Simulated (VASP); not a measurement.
Level of theory: LDA (Ceperley-Alder, Perdew-Zunger), VASP's LDA PAW potentials (set 64) (plane waves; VASP 6.6.1).

VASP input:

### POSCAR
```
Mg
1
    1.6050000000    -2.7799420000     0.0000000000
    1.6050000000     2.7799420000     0.0000000000
    0.0000000000     0.0000000000     5.2100000000
Mg
2
Direct
  0.3418470000   0.6637930000   0.2499820000
  0.6581530000   0.3362070000   0.7500180000
```

**INCAR**
```
SYSTEM = Mg
PREC = Accurate; ENCUT = 300; LREAL = .FALSE.
LASPH = .TRUE.
EDIFF = 1E-6; NELM = 100; ALGO = Normal
ISMEAR = 0; SIGMA = 0.272
ISIF = 2
LWAVE = .FALSE.; LCHARG = .FALSE.
```

### KPOINTS
```
Automatic mesh
0
Gamma
7 7 4
0 0 0
```

POTCAR, in this order: Mg (LDA.64 set). Program: vasp_std.

Output of the run:

### OUTCAR
```
 ion  position               nearest neighbor table
   1  0.342  0.664  0.250-   2 3.16   2 3.16   2 3.21   2 3.21   2 3.22   2 3.23
   2  0.658  0.336  0.750-   1 3.16   1 3.16   1 3.21   1 3.21   1 3.22   1 3.23
  LATTYP: Found a hexagonal cell.
 ALAT       =     3.2100003930
 C/A-ratio  =     1.6230527608
 Subroutine PRICEL returns:
 Original cell was already a primitive cell.
 Subroutine GETGRP returns: Found  2 space group operations
The static configuration has the point symmetry S_2 .
The dynamic configuration has the point symmetry S_2 .
 Subroutine INISYM returns: Found  2 space group operations
 Subroutine IBZKPT returns following result:
 Found     99 irreducible k-points:

 Following reciprocal coordinates:
            Coordinates               Weight
  0.000000  0.000000  0.000000      1.000000
  0.142857  0.000000  0.000000      2.000000
  0.000000  0.142857  0.000000      2.000000
 -0.142857  0.142857  0.000000      2.000000
  0.285714 -0.000000  0.000000      2.000000
 -0.000000  0.285714  0.000000      2.000000
 -0.285714  0.285714  0.000000      2.000000
  0.428571  0.000000  0.000000      2.000000
  0.000000  0.428571  0.000000      2.000000
 -0.428571  0.428571  0.000000      2.000000
  0.142857  0.142857  0.000000      2.000000
 -0.142857  0.285714  0.000000      2.000000
 -0.285714  0.142857  0.000000      2.000000
  0.285714  0.142857  0.000000      2.000000
 -0.142857  0.428571  0.000000      2.000000
 -0.428571  0.285714  0.000000      2.000000
 -0.285714  0.428571  0.000000      2.000000
  0.142857  0.285714  0.000000      2.000000
  0.428571 -0.142857  0.000000      2.000000
  0.428571  0.142857  0.000000      2.000000
 -0.142857 -0.428571  0.000000      2.000000
  0.428571  0.428571  0.000000      2.000000
  0.285714  0.285714  0.000000      2.000000
 -0.285714 -0.428571  0.000000      2.000000
  0.428571  0.285714  0.000000      2.000000
  0.000000  0.000000  0.250000      2.000000
  0.142857  0.000000  0.250000      2.000000
  0.000000  0.142857  0.250000      2.000000
 -0.142857  0.142857  0.250000      2.000000
 -0.142857  0.000000  0.250000      2.000000
  0.000000 -0.142857  0.250000      2.000000
  0.142857 -0.142857  0.250000      2.000000
  0.285714 -0.000000  0.250000      2.000000
 -0.000000  0.285714  0.250000      2.000000
 -0.285714  0.285714  0.250000      2.000000
 -0.285714  0.000000  0.250000      2.000000
  0.000000 -0.285714  0.250000      2.000000
  0.285714 -0.285714  0.250000      2.000000
  0.428571  0.000000  0.250000      2.000000
  0.000000  0.428571  0.250000      2.000000
   k-points           NKPTS =     99   k-points in BZ     NKDIM =     99   number of bands    NBANDS=      6
   number of dos      NEDOS =    301   number of ions     NIONS =      2
   total plane-waves  NPLWV =   9720
   dimension x,y,z NGX =    18 NGY =   18 NGZ =   30
   dimension x,y,z NGXF=    36 NGYF=   36 NGZF=   60
   ions per type =               2
   PREC   = accura    normal or accurate (medium, high low for compatibility)
   ISTART =      0    job   : 0-new  1-cont  2-samecut
   ICHARG =      2    charge: 1-file 2-atom 10-const
   ISPIN  =      1    spin polarized calculation?
   LNONCOLLINEAR =      F non collinear calculations
   LSORBIT =      F    spin-orbit coupling
   INIWAV =      1    electr: 0-lowe 1-rand  2-diag
   ENCUT  =  300.0 eV  22.05 Ry    4.70 a.u.   4.53  4.53  7.36*2*pi/ulx,y,z
   NELM   =    100;   NELMIN=  2; NELMDL= -5     # of ELM steps
   EDIFF  = 0.1E-05   stopping-criterion for ELM
   LREAL  =      F    real-space projection
   NLSPLINE    = F    spline interpolate recip. space projectors
...
```

File OSZICAR:
```
       N       E                     dE             d eps       ncg     rms          rms(c)
DAV:   1    -0.180851749653E+01   -0.18085E+01   -0.93046E+02  1188   0.301E+02
DAV:   2    -0.363228181969E+01   -0.18238E+01   -0.17507E+01  1566   0.216E+01
DAV:   3    -0.364404720173E+01   -0.11765E-01   -0.11729E-01  1548   0.234E+00
DAV:   4    -0.364407151729E+01   -0.24316E-04   -0.24315E-04  1650   0.981E-02
DAV:   5    -0.364407159901E+01   -0.81721E-07   -0.81670E-07  1590   0.413E-03    0.919E-01
DAV:   6    -0.363268752548E+01    0.11384E-01   -0.84282E-04  1428   0.223E-01    0.584E-01
DAV:   7    -0.362360876422E+01    0.90788E-02   -0.28916E-03  1344   0.406E-01    0.305E-02
DAV:   8    -0.362360082155E+01    0.79427E-05   -0.16126E-05  1800   0.297E-02    0.580E-03
DAV:   9    -0.362359994748E+01    0.87407E-06   -0.47847E-07  1128   0.462E-03
   1 F= -.36235999E+01 E0= -.36092541E+01  d E =-.286918E-01
```

### OUTCAR
```
------------------------ aborting loop because EDIFF is reached ----------------------------------------
  FORCE on cell =-STRESS in cart. coord.  units (eV):
  Direction    XX          YY          ZZ          XY          YZ          ZX
  --------------------------------------------------------------------------------------
  Total       -1.0411655     -0.9804260     -0.2608296      0.0090999      0.0000431     -0.0000101
  in kB      -35.8799537    -33.7867868     -8.9885370      0.3135936      0.0014864     -0.0003489
  external PRESSURE =     -26.2184259 kB  Pullay stress =       0.0000000 kB
  volume of cell :       46.49
      direct lattice vectors                 reciprocal lattice vectors
     1.605000000 -2.779942000  0.000000000     0.311526480 -0.179859868  0.000000000
     1.605000000  2.779942000  0.000000000     0.311526480  0.179859868  0.000000000
     0.000000000  0.000000000  5.210000000     0.000000000  0.000000000  0.191938580
 POSITION                                       TOTAL-FORCE (eV/Angst)
 -----------------------------------------------------------------------------------
      1.61405      0.89499      1.30241        -0.009302      0.039969      0.000518
      1.59595     -0.89499      3.90759         0.009302     -0.039969     -0.000518
 -----------------------------------------------------------------------------------
    total drift:                               -0.000000     -0.000000     -0.000000
  FREE ENERGIE OF THE ION-ELECTRON SYSTEM (eV)
  ---------------------------------------------------
  free  energy   TOTEN  =        -3.6235999475 eV

  energy  without entropy=       -3.5949081562  energy(sigma->0) =       -3.60925405
```
(Selected blocks of OUTCAR.)

The structure is a typed Mg crystal. The cell was not relaxed at this level. The k-mesh is coarse (spacing up to 0.32 per Å, 2π included), so the numbers may not be converged in it. The run is one of a series of settings (GGA removed, POTCAR Mg (LDA.64 set) against the base run), some of them coarse on purpose.
